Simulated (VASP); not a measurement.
A convergence study with VASP on Cu (fcc): a few settings are varied, all else stays as given below, so the limit is that of these other settings.

```
CELL_PARAMETERS angstrom
      0.00000     1.80500     1.80500
      1.80500     0.00000     1.80500
      1.80500     1.80500     0.00000
ATOMIC_POSITIONS crystal
  Cu 0.00000 0.00000 0.00000
```

These are PBEsol GGA, VASP's PBE PAW potentials (set 64) (plane waves; VASP) values and carry that method's errors. The last row used: 550 eV cut-off, 25×25×25 Γ-centred mesh, second-order Methfessel-Paxton smearing of 0.40 eV, potentials Cu.

```tsv
setting	E (eV/atom)	pressure (GPa)	irreducible k-points
ISMEAR = -1, SIGMA = 0.01, 9×9×9 mesh	-4.3154	-5.10	35
ISMEAR = -1, SIGMA = 0.1, 9×9×9 mesh	-4.3151	-5.17	35
ISMEAR = 0, SIGMA = 0.01, 9×9×9 mesh	-4.3153	-5.10	35
ISMEAR = 0, SIGMA = 0.1, 9×9×9 mesh	-4.3156	-5.10	35
ISMEAR = 1, SIGMA = 0.01, 9×9×9 mesh	-4.3153	-5.10	35
ISMEAR = 1, SIGMA = 0.2, 9×9×9 mesh	-4.3154	-5.08	35
ISMEAR = 2, SIGMA = 0.05, 9×9×9 mesh	-4.3153	-5.10	35
ISMEAR = 2, SIGMA = 0.2, 9×9×9 mesh	-4.3155	-5.07	35
ISMEAR = -1, SIGMA = 0.01, 19×19×19 mesh	-4.3001	-5.29	220
ISMEAR = -1, SIGMA = 0.2, 19×19×19 mesh	-4.3012	-4.99	220
ISMEAR = 0, SIGMA = 0.01, 19×19×19 mesh	-4.3000	-5.31	220
ISMEAR = 0, SIGMA = 0.2, 19×19×19 mesh	-4.3006	-5.18	220
ISMEAR = 1, SIGMA = 0.01, 19×19×19 mesh	-4.3000	-5.32	220
ISMEAR = 1, SIGMA = 0.4, 19×19×19 mesh	-4.3009	-5.19	220
ISMEAR = 2, SIGMA = 0.05, 19×19×19 mesh	-4.3001	-5.30	220
ISMEAR = 2, SIGMA = 0.4, 19×19×19 mesh	-4.3006	-5.21	220
ISMEAR = -1, SIGMA = 0.05, 25×25×25 mesh	-4.3010	-5.16	455
ISMEAR = -1, SIGMA = 0.2, 25×25×25 mesh	-4.3017	-4.99	455
ISMEAR = 0, SIGMA = 0.05, 25×25×25 mesh	-4.3008	-5.17	455
ISMEAR = 0, SIGMA = 0.2, 25×25×25 mesh	-4.3013	-5.14	455
ISMEAR = 1, SIGMA = 0.05, 25×25×25 mesh	-4.3008	-5.17	455
ISMEAR = 1, SIGMA = 0.4, 25×25×25 mesh	-4.3017	-5.16	455
ISMEAR = 2, SIGMA = 0.1, 25×25×25 mesh	-4.3008	-5.17	455
ISMEAR = 2, SIGMA = 0.4, 25×25×25 mesh	-4.3014	-5.16	455
```

Left out are rungs that failed or repeat a setting and relaxations that didn't move; long series are thinned to 24 rows.

The compound is Cu in the fcc structure. The cell was not relaxed at this level.
